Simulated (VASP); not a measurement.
The system is Be3Se2S.

```
Be Se S
1.0
    -1.64854    1.77359    7.46159
     3.86699   -3.57726   15.06471
     1.65597    1.79607   -7.46513
Be Se S
6 4 2
Direct
  0.74825 0.13185 0.51274
  0.76655 0.62049 0.50526
  0.04664 0.28611 0.46091
  0.08139 0.78251 0.48282
  0.41621 0.45434 0.48159
  0.42950 0.95826 0.50701
  0.68954 0.33279 0.03138
  0.69577 0.83258 0.02843
  0.32589 0.17344 0.99519
  0.35763 0.67612 0.03675
  0.99092 0.00796 0.99902
  0.98928 0.50214 0.99169
```

The cell was built by a generator and needn't be a form met in nature.

| Quantity | Value |
| --- | --- |
| Program | VASP 6.6.1 |
| Task | relaxation of cell and atoms |
| Functional | PBE |
| Potentials or basis | VASP PAW PBE potentials, release 64 (Be, Se, S) |
| Cutoff | 520 eV |
| k mesh | 7 × 7 × 7 |
| Occupations | gaussian, width 0.05 eV |
| Spin | no spin polarisation |

At the start: pressure 2.8 GPa; volume 16.00 Å³/atom.

Problem. How do energy, volume and symmetry change on relaxing?

Solution. Over 12 steps the energy falls by 45.1 meV/atom and the volume is 16.38 Å³/atom (+2.4 %); space group I-4m2 (No. 119, to 0.05 Å).

The path:
```csv
step,energy change (eV),largest force (eV/Å),pressure (GPa),volume (Å³)
1,0.0000,2.3067,2.81,192.05
2,-0.4421,0.4920,-1.17,199.91
3,-0.4421,0.4997,-1.15,199.80
4,-0.5147,0.2201,-0.22,197.23
5,-0.5232,0.2013,0.27,196.05
6,-0.5310,0.1045,0.00,196.68
7,-0.5325,0.0904,-0.17,197.15
8,-0.5363,0.0854,-0.06,196.80
9,-0.5382,0.1063,0.15,196.31
10,-0.5409,0.0431,0.00,196.64
11,-0.5411,0.0502,-0.04,196.76
12,-0.5416,0.0199,0.01,196.61
```

Final structure:
```
Be Se S
1.0
    -1.79503    1.79755    7.61338
     3.59492   -3.59292   15.22797
     1.79533    1.79629   -7.61338
Be Se S
6 4 2
Cartesian
  0.0015 1.7975 3.8225
  1.8017 0.0150 11.4320
  1.7969 0.0067 1.1906
  3.5988 -1.7882 8.8020
  1.7996 0.0076 6.4544
  3.5951 -1.7852 14.0658
  0.0026 0.0072 10.1226
  1.8031 -1.7872 17.7339
  0.0017 0.0025 5.1354
  1.7992 -1.7818 12.7465
  0.0017 0.0101 0.0126
  1.7995 -1.7899 7.6297
```
